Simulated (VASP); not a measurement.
A VASP calculation is set up with these files.

INCAR:
```
# general
SYSTEM  =WS2
PREC    =Accurate
ENCUT   =520   # plane-wave cut-off (eV)
LREAL   =.FALSE.
LASPH   =.TRUE.   # aspherical one-centre terms

# electronic loop
EDIFF   =1E-6   # SCF stop (eV)
NELM    =100
ALGO    =Normal
LMAXMIX =6

# smearing
ISMEAR  =0
SIGMA   =0.05   # width (eV)

# functional
GGA     =ML
LUSE_VDW=.TRUE.
AGGAC   =0.0
ZAB_VDW =-1.8867

# ions
IBRION  =2   # conjugate gradients
NSW     =60   # most ionic steps
ISIF    =3   # ions, shape and volume
EDIFFG  =-0.02

# output
LWAVE   =.FALSE.
LCHARG  =.FALSE.
```

KPOINTS:
```
Regular mesh
0
G
 7 7 2
0 0 0
```

### POSCAR
```
WS2
1.0
  1.6413056448  -2.8428247430   0.0000000000
  1.6413056448   2.8428247430   0.0000000000
  0.0000000000   0.0000000000  12.9228075319
W S
2 4
Cart
  1.6413056448   0.9476101429   3.2307018830
  1.6413056448  -0.9476101429   9.6921056489
  1.6413056448   0.9476101429  11.2816747908
  1.6413056448  -0.9476101429   4.8202710248
  1.6413056448  -0.9476101429   1.6411327411
  1.6413056448   0.9476101429   8.1025365071
```

POTCAR, in this order: W_sv S (PBE.64 set). Program: vasp_std.

Translate this vdW-DF2 calculation to Quantum ESPRESSO's pw.x.

One equivalent input (not run):
```
&CONTROL
  calculation = 'vc-relax'
  pseudo_dir = './pseudo'
  outdir = './out'
  tprnfor = .true.
  tstress = .true.
  nstep = 60
  forc_conv_thr = 0.00078
/
&SYSTEM
  ibrav = 0
  nat = 6
  ntyp = 2
  ecutwfc = 74
  occupations = 'smearing'
  smearing = 'gaussian'
  degauss = 0.003675
  input_dft = 'vdw-df2'
/
&ELECTRONS
  conv_thr = 7.3e-08
  electron_maxstep = 100
/
&IONS
/
&CELL
/
ATOMIC_SPECIES
  W 183.840 W.upf
  S 32.060 S.upf
CELL_PARAMETERS angstrom
     1.6413056   -2.8428247    0.0000000
     1.6413056    2.8428247   -0.0000000
     0.0000000   -0.0000000   12.9228075
ATOMIC_POSITIONS crystal
  W    0.3333330  0.6666670  0.2500000
  W    0.6666670  0.3333330  0.7500000
  S    0.3333330  0.6666670  0.8730049
  S    0.6666670  0.3333330  0.3730049
  S    0.6666670  0.3333330  0.1269951
  S    0.3333330  0.6666670  0.6269951
K_POINTS automatic
  7 7 2 0 0 0
```
Limits of the translation: the potentials are each code's own (VASP's PAW set, PseudoDojo norm-conserving files in pw.x), so ENCUT and ecutwfc are chosen apart and not converted; conv_thr bounds pw.x's estimated SCF error, while EDIFF bounds the energy change between steps; forc_conv_thr acts on force components and is met together with etot_conv_thr.

The compound is WS2 in the 2H layered structure. It was relaxed first, which changed the volume by +14 %. The start is the result of an earlier pass.
